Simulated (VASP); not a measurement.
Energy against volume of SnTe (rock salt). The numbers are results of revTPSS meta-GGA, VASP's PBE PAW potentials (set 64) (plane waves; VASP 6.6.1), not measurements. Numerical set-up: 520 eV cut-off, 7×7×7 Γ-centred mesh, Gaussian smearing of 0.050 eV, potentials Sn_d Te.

```csv
V (Å³/atom),E (eV/atom)
29.661,14.92033
30.608,14.90511
31.555,14.89906
32.501,14.90079
```

Q: Fit these four points and predict the energy of the run at 33.448 Å³/atom.

A: A cubic in V^(−2/3), the third-order Birch-Murnaghan form, passes through the four points with V0 = 31.80 Å³/atom and B0 = 42 GPa, and gives 14.9091 eV/atom there. The run gave 14.9093 eV/atom, +0.2 meV/atom from the fit; all five points give B0 = 43 GPa.

The compound is SnTe in the rock salt structure, which distorts at low temperature. It was relaxed first.
